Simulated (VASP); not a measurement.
Output of a VASP run:

### OUTCAR
```
 ion  position               nearest neighbor table
   1  0.855  0.645  0.355-   5 2.32   6 2.33   7 2.33   8 2.33   6 2.43   7 2.43   8 2.43   2 2.72
                             3 2.72   2 2.72   3 2.72   4 2.72   4 2.72
   2  0.355  0.855  0.645-   6 2.32   5 2.33   7 2.33   8 2.33   8 2.43   5 2.43   7 2.43   4 2.72
                             1 2.72   1 2.72   4 2.72   3 2.72   3 2.72
   3  0.145  0.145  0.145-   7 2.32   6 2.33   5 2.33   8 2.33   8 2.43   5 2.43   6 2.43   1 2.72
                             4 2.72   1 2.72   4 2.72   2 2.72   2 2.72
   4  0.645  0.355  0.855-   8 2.32   6 2.33   7 2.33   5 2.33   5 2.43   6 2.43   7 2.43   2 2.72
                             2 2.72   3 2.72   3 2.72   1 2.72   1 2.72
   5  0.157  0.343  0.657-   1 2.32   2 2.33   3 2.33   4 2.33   2 2.43   3 2.43   4 2.43   8 2.74
                             6 2.74   8 2.74   7 2.74   7 2.74   6 2.74
   6  0.657  0.157  0.343-   2 2.32   1 2.33   3 2.33   4 2.33   4 2.43   1 2.43   3 2.43   8 2.74
                             7 2.74   5 2.74   8 2.74   7 2.74   5 2.74
   7  0.843  0.843  0.843-   3 2.32   2 2.33   1 2.33   4 2.33   4 2.43   1 2.43   2 2.43   5 2.74
                             6 2.74   8 2.74   6 2.74   5 2.74   8 2.74
   8  0.343  0.657  0.157-   4 2.32   2 2.33   3 2.33   1 2.33   1 2.43   2 2.43   3 2.43   7 2.74
                             5 2.74   5 2.74   6 2.74   6 2.74   7 2.74
  LATTYP: Found a simple cubic cell.
 ALAT       =     4.4299671367
 Subroutine PRICEL returns:
 Original cell was already a primitive cell.
 Subroutine GETGRP returns: Found 12 space group operations
The static configuration has the point symmetry C_3 .
 The point group associated with its full space group is T   .
The dynamic configuration has the point symmetry C_3 .
 Subroutine INISYM returns: Found 12 space group operations
 Subroutine IBZKPT returns following result:
 Found     24 irreducible k-points:

 Following reciprocal coordinates:
            Coordinates               Weight
  0.000000  0.000000  0.000000      1.000000
  0.142857  0.000000  0.000000      6.000000
  0.285714  0.000000  0.000000      6.000000
  0.428571  0.000000  0.000000      6.000000
  0.142857  0.142857  0.000000     12.000000
  0.285714  0.142857  0.000000     12.000000
 -0.142857  0.285714  0.000000     12.000000
  0.428571  0.142857  0.000000     12.000000
 -0.142857  0.428571  0.000000     12.000000
  0.285714  0.285714  0.000000     12.000000
  0.428571  0.285714  0.000000     12.000000
 -0.285714  0.428571  0.000000     12.000000
  0.428571  0.428571  0.000000     12.000000
  0.142857  0.142857  0.142857      8.000000
  0.285714  0.142857  0.142857     24.000000
  0.428571  0.142857  0.142857     24.000000
  0.285714  0.285714  0.142857     24.000000
  0.428571  0.285714  0.142857     24.000000
 -0.285714  0.428571  0.142857     24.000000
  0.428571  0.428571  0.142857     24.000000
  0.285714  0.285714  0.285714      8.000000
  0.428571  0.285714  0.285714     24.000000
  0.428571  0.428571  0.285714     24.000000
  0.428571  0.428571  0.428571      8.000000
   k-points           NKPTS =     24   k-points in BZ     NKDIM =     24   number of bands    NBANDS=     31
   number of dos      NEDOS =    301   number of ions     NIONS =      8
   total plane-waves  NPLWV =  32768
   dimension x,y,z NGX =    32 NGY =   32 NGZ =   32
   dimension x,y,z NGXF=    64 NGYF=   64 NGZF=   64
   ions per type =               4   4
   PREC   = accura    normal or accurate (medium, high low for compatibility)
   ISTART =      0    job   : 0-new  1-cont  2-samecut
   ICHARG =      2    charge: 1-file 2-atom 10-const
   ISPIN  =      1    spin polarized calculation?
   LNONCOLLINEAR =      F non collinear calculations
   LSORBIT =      F    spin-orbit coupling
   INIWAV =      1    electr: 0-lowe 1-rand  2-diag
   ENCUT  =  500.0 eV  36.75 Ry    6.06 a.u.   8.08  8.08  8.08*2*pi/ulx,y,z
   NELM   =    100;   NELMIN=  2; NELMDL= -5     # of ELM steps
   EDIFF  = 0.1E-05   stopping-criterion for ELM
   LREAL  =      F    real-space projection
   NLSPLINE    = F    spline interpolate recip. space projectors
   LMAXMIX     =    4 max onsite mixed and CHGCAR
   VOSKOWN=      0    Vosko Wilk Nusair interpolation
   EDIFFG = -.2E-01   stopping-criterion for IOM
   NSW    =     40    number of steps for IOM
   NBLOCK =      1;   KBLOCK =     40    inner block; outer block
   IBRION =      2    ionic relax: 0-MD 1-quasi-New 2-CG
   NFREE  =      1    steps in history (QN), initial steepest desc. (CG)
...
```

**OSZICAR**
```
       N       E                     dE             d eps       ncg     rms          rms(c)
DAV:   1     0.345362186483E+03    0.34536E+03   -0.22009E+04  1488   0.187E+03
DAV:   2    -0.286702432031E+02   -0.37403E+03   -0.36497E+03  1488   0.398E+02
DAV:   3    -0.593482329808E+02   -0.30678E+02   -0.29822E+02  1802   0.133E+02
DAV:   4    -0.606352234728E+02   -0.12870E+01   -0.12776E+01  1954   0.271E+01
DAV:   5    -0.606793768819E+02   -0.44153E-01   -0.44137E-01  1927   0.438E+00    0.275E+01
DAV:   6    -0.669164053601E+02   -0.62370E+01   -0.18666E+02  2160   0.155E+02    0.274E+01
DAV:   7    -0.546661726707E+02    0.12250E+02   -0.70543E+01  2071   0.110E+02    0.765E+00
DAV:   8    -0.548433089974E+02   -0.17714E+00   -0.41373E+00  1780   0.119E+01    0.290E+00
DAV:   9    -0.547532288050E+02    0.90080E-01   -0.33964E-01  2331   0.655E+00    0.112E+00
DAV:  10    -0.547476529804E+02    0.55758E-02   -0.18177E-02  2145   0.930E-01    0.278E-01
DAV:  11    -0.547468973912E+02    0.75559E-03   -0.33089E-03  2434   0.556E-01    0.958E-02
DAV:  12    -0.547468581800E+02    0.39211E-04   -0.22766E-04  1990   0.153E-01    0.311E-02
DAV:  13    -0.547468562353E+02    0.19447E-05   -0.90355E-05  2378   0.668E-02    0.336E-02
DAV:  14    -0.547468525436E+02    0.36917E-05   -0.16778E-05  2178   0.312E-02    0.716E-03
DAV:  15    -0.547468529388E+02   -0.39519E-06   -0.13859E-06  1122   0.121E-02
   1 F= -.54746853E+02 E0= -.54747303E+02  d E =-.547469E+02
```

File OUTCAR:
```
------------------------ aborting loop because EDIFF is reached ----------------------------------------
  FORCE on cell =-STRESS in cart. coord.  units (eV):
  Direction    XX          YY          ZZ          XY          YZ          ZX
  --------------------------------------------------------------------------------------
  Total       -0.0062909     -0.0062909     -0.0062909     -0.0000000      0.0000000     -0.0000000
  in kB       -0.1159376     -0.1159376     -0.1159376     -0.0000000      0.0000000     -0.0000000
  external PRESSURE =      -0.1159376 kB  Pullay stress =       0.0000000 kB
  volume of cell :       86.94
      direct lattice vectors                 reciprocal lattice vectors
     4.429967137  0.000000000  0.000000000     0.225735309  0.000000000  0.000000000
     0.000000000  4.429967137  0.000000000     0.000000000  0.225735309  0.000000000
     0.000000000  0.000000000  4.429967137     0.000000000  0.000000000  0.225735309
 POSITION                                       TOTAL-FORCE (eV/Angst)
 -----------------------------------------------------------------------------------
      3.78784      2.85711      1.57285        -0.004957      0.004957     -0.004957
      1.57285      3.78784      2.85711        -0.004957     -0.004957      0.004957
      0.64213      0.64213      0.64213         0.004957      0.004957      0.004957
      2.85711      1.57285      3.78784         0.004957     -0.004957     -0.004957
      0.69455      1.52044      2.90953         0.001788     -0.001788      0.001788
      2.90953      0.69455      1.52044         0.001788      0.001788     -0.001788
      3.73542      3.73542      3.73542        -0.001788     -0.001788     -0.001788
      1.52044      2.90953      0.69455        -0.001788      0.001788      0.001788
 -----------------------------------------------------------------------------------
    total drift:                                0.000000      0.000000      0.000000
  FREE ENERGIE OF THE ION-ELECTRON SYSTEM (eV)
  ---------------------------------------------------
  free  energy   TOTEN  =       -54.7468529388 eV

  energy  without entropy=      -54.7482021911  energy(sigma->0) =      -54.74730269

 reached required accuracy - stopping structural energy minimisation
```
(Selected blocks of OUTCAR.)

File POSCAR:
```
CoSi
1
    4.4299671367     0.0000000000     0.0000000000
   -0.0000000000     4.4299671367     0.0000000000
    0.0000000000     0.0000000000     4.4299671367
Co Si
4 4
Direct
  0.8550487353   0.6449512647   0.3550487353
  0.3550487353   0.8550487353   0.6449512647
  0.1449512647   0.1449512647   0.1449512647
  0.6449512647   0.3550487353   0.8550487353
  0.1567833999   0.3432166001   0.6567833999
  0.6567833999   0.1567833999   0.3432166001
  0.8432166001   0.8432166001   0.8432166001
  0.3432166001   0.6567833999   0.1567833999
```

Task: Write an INCAR and KPOINTS that could have produced this output.

Result: This is not unique; one that fits is the input of the run itself, PBE GGA, plane waves, VASP's PBE PAW potentials (set 64).

**KPOINTS**
```
Regular mesh
0
G
7 7 7
```

### INCAR
```
! general
SYSTEM  = CoSi
PREC    = Accurate
ENCUT   = 500
LREAL   = .FALSE.
LASPH   = .TRUE.

! electronic loop
EDIFF   = 1E-6
NELM    = 100
ALGO    = Normal
LMAXMIX = 4

! smearing
ISMEAR  = 1
SIGMA   = 0.1

! functional
GGA     = PE

! ions
IBRION  = 2
NSW     = 40
ISIF    = 3
EDIFFG  = -0.02

! output
LWAVE   = .FALSE.
LCHARG  = .FALSE.
```

POTCAR, in this order: Co Si (PBE.64 set). Program: vasp_std.

The compound is CoSi in the B20 structure. It was relaxed first. The run is not spin-polarised, so no magnetic state was tried.
